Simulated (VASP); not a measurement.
Input of a VASP 6.6.1 run:

The input POSCAR:

```
Ge7Au
1.0
    5.7979500000      0.0000000000      0.0000000000
    0.0000000000      5.7979500000      0.0000000000
    0.0000000000      0.0000000000      5.7979500000
Ge Au
7 1
Direct
    0.2510200000      0.2510200000      0.2510200000
    0.0000000000      0.5000000000      0.5000000000
    0.5000000000      0.5000000000      0.0000000000
    0.5000000000      0.0000000000      0.5000000000
    0.7489800000      0.2510200000      0.7489800000
    0.7489800000      0.7489800000      0.2510200000
    0.2510200000      0.7489800000      0.7489800000
    0.0000000000      0.0000000000      0.0000000000
```

The input INCAR.step1:

```
PREC = Accurate ; ENCUT = 520
EDIFF = 1E-6 ; ISMEAR = -1
SIGMA = 0.05 ; LREAL = False
LASPH = True ; NELM = 60
ALGO = Normal ; ISIF = 2
LWAVE = False ; LCHARG = True
LMAXMIX = 4 ; GGA = PE
```

Contents of KPOINTS.step1:

```
regular mesh
0
Gamma
  4 4 4
```

The input INCAR.step2:

```
PREC = Accurate ; ENCUT = 520
EDIFF = 1E-6 ; ISMEAR = 0
SIGMA = 0.05 ; LREAL = False
LASPH = True ; NELM = 60
ALGO = Normal ; ISIF = 2
LWAVE = False ; LCHARG = False
LMAXMIX = 4 ; GGA = PE
ICHARG = 11
```

File KPOINTS.step2:

```
path GXMGRX,MR
20
line-mode
reciprocal
 0.0000000000  0.0000000000  0.0000000000  G
 0.0000000000  0.5000000000  0.0000000000  X

 0.0000000000  0.5000000000  0.0000000000  X
 0.5000000000  0.5000000000  0.0000000000  M

 0.5000000000  0.5000000000  0.0000000000  M
 0.0000000000  0.0000000000  0.0000000000  G

 0.0000000000  0.0000000000  0.0000000000  G
 0.5000000000  0.5000000000  0.5000000000  R

 0.5000000000  0.5000000000  0.5000000000  R
 0.0000000000  0.5000000000  0.0000000000  X

 0.5000000000  0.5000000000  0.0000000000  M
 0.5000000000  0.5000000000  0.5000000000  R
```

Potentials or basis: VASP PAW PBE potentials, release 64 (Ge_d, Au).

Run with:

```console
$ cat potpaw_PBE.64/Ge_d/POTCAR potpaw_PBE.64/Au/POTCAR > POTCAR
$ cp INCAR.step1 INCAR
$ cp KPOINTS.step1 KPOINTS
$ mpirun -np 1 vasp_std > vasp.out
$ cp INCAR.step2 INCAR
$ cp KPOINTS.step2 KPOINTS
$ mpirun -np 1 vasp_std > vasp.out
```

Q: Predict the band gap along the path.

A: None (metal or under the smearing width).

Levels at the corners of the path, in eV from the Fermi level:
| point | band 50 | band 51 | band 52 | band 53 | band 54 | band 55 | band 56 | band 57 | band 58 | band 59 |
| --- | --- | --- | --- | --- | --- | --- | --- | --- | --- | --- |
| Γ | -2.52 | -1.66 | -1.66 | -1.66 | 0.25 | 1.63 | 1.63 | 1.63 | 1.75 | 1.75 |
| X | -2.68 | -2.54 | -1.80 | -1.36 | -1.36 | -0.03 | -0.03 | 1.66 | 2.18 | 3.46 |
| X | -2.68 | -2.54 | -1.80 | -1.36 | -1.36 | -0.03 | -0.03 | 1.66 | 2.18 | 3.46 |
| M | -2.83 | -2.50 | -1.79 | -1.13 | -0.77 | 0.52 | 0.52 | 2.16 | 2.16 | 3.62 |
| M | -2.83 | -2.50 | -1.79 | -1.13 | -0.77 | 0.52 | 0.52 | 2.16 | 2.16 | 3.62 |
| Γ | -2.52 | -1.66 | -1.66 | -1.66 | 0.25 | 1.63 | 1.63 | 1.63 | 1.75 | 1.75 |
| Γ | -2.52 | -1.66 | -1.66 | -1.66 | 0.25 | 1.63 | 1.63 | 1.63 | 1.75 | 1.75 |
| R | -1.00 | -1.00 | -0.88 | -0.88 | 0.68 | 0.68 | 0.68 | 1.15 | 1.15 | 1.15 |
| R | -1.00 | -1.00 | -0.88 | -0.88 | 0.68 | 0.68 | 0.68 | 1.15 | 1.15 | 1.15 |
| X | -2.68 | -2.54 | -1.80 | -1.36 | -1.36 | -0.03 | -0.03 | 1.66 | 2.18 | 3.46 |
| M | -2.83 | -2.50 | -1.79 | -1.13 | -0.77 | 0.52 | 0.52 | 2.16 | 2.16 | 3.62 |
| R | -1.00 | -1.00 | -0.88 | -0.88 | 0.68 | 0.68 | 0.68 | 1.15 | 1.15 | 1.15 |

Caveat: the log is that of the step along the path at fixed density, whose energy, stress, charges and moments have no meaning; spin-orbit coupling is left out, which moves the levels of the heavy elements.
